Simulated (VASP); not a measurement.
Consider the following.

```
Pt3Ti
1.0
    3.92000     0.00000     0.00000
    0.00000     3.92000     0.00000
    0.00000     0.00000     3.92000
Ti Pt
1 3
Direct
  0.00000   0.00000   0.00000
  0.00000   0.50000   0.50000
  0.50000   0.00000   0.50000
  0.50000   0.50000   0.00000
```

Method: PBE GGA, VASP's PBE PAW potentials (set 64) (plane waves; VASP). Settings: PREC = Single, 400 eV cut-off, 7×7×7 Γ-centred mesh, first-order Methfessel-Paxton smearing of 0.10 eV, potentials Ti_sv Pt.

Problem. Give the stress tensor in GPa (positive for a compressed cell).

Solution. 
```
4.81  0.00  0.00
0.00  4.81  0.00
0.00  0.00  4.81
```
The pressure is its mean diagonal, 4.81 GPa.

The compound is Pt3Ti in the L1_2 structure. The cell was not relaxed at this level. The run is one of a series of settings (PREC = Single against the base run), some of them coarse on purpose.
